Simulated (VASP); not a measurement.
Input:

```yaml
crystal:
  lattice:
    - [0.00000, 2.97000, 2.97000]
    - [2.97000, 0.00000, 2.97000]
    - [2.97000, 2.97000, 0.00000]
  atoms:
    - { symbol: Pb, position: [0.00000, 0.00000, 0.00000] }
    - { symbol: F, position: [0.25000, 0.25000, 0.25000] }
    - { symbol: F, position: [0.75000, 0.75000, 0.75000] }
```

The numbers are results of PBE GGA, VASP's PBE PAW potentials (set 64) (plane waves; VASP), not measurements. Run with 520 eV cut-off, 6×6×6 Γ-centred mesh, Gaussian smearing of 0.30 eV, potentials Pb_d F.

Problem. Predict the energy per atom (σ→0), pressure.

Solution. 
The energy per atom (σ→0) is -4.780 eV/atom. The pressure is 1.98 GPa.

The compound is PbF2 in the fluorite structure, the β form. The cell was not relaxed at this level. The run is one of a series of settings (SIGMA = 0.3 against the base run), some of them coarse on purpose.
